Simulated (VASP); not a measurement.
BAs (zinc blende) is relaxed at rising pressure, each step from the one before. Symmetry mostly holds the structure type, and other phases were not tried. The mesh follows the cell, and a change of mesh leaves a small step in the series.

AsB is modelled in the cubic space group F-43m (No. 216), the zinc blende structure, Pearson symbol cF8. Cell: a = b = c = 4.742 Å, α = β = γ = 90.00°. B on 4a is coordinated by 4 As at 2.053 Å (tetrahedral). As on 4d is surrounded by 4 B at 2.053 Å (tetrahedral). (Neighbours: up to the widest gap in distance over summed covalent radii, below 1.35, at either atom.)
(The calculation used a cell of 2 atoms; values per cell refer to that cell.)

These are LDA (Ceperley-Alder, Perdew-Zunger), VASP's LDA PAW potentials (set 64) (plane waves; VASP) values and carry that method's errors. Numerical set-up: 620 eV cut-off, 10×10×10 Γ-centred mesh, Gaussian smearing of 0.050 eV, potentials B As.

```
P (GPa)  V (Å³/atom)  H − H(0) (eV/atom)  space group    k-mesh
-------  -----------  ------------------  -----------  --------
0              13.33               0.000        F-43m  10×10×10
5              12.92               0.409        F-43m  10×10×10
10             12.56               0.807        F-43m  10×10×10
20             11.97               1.571        F-43m  10×10×10
30             11.48               2.302        F-43m  10×10×10
45             10.89               3.348        F-43m  10×10×10
```

Pressures at which the relaxation failed are left out.

The compound is BAs in the zinc blende structure.
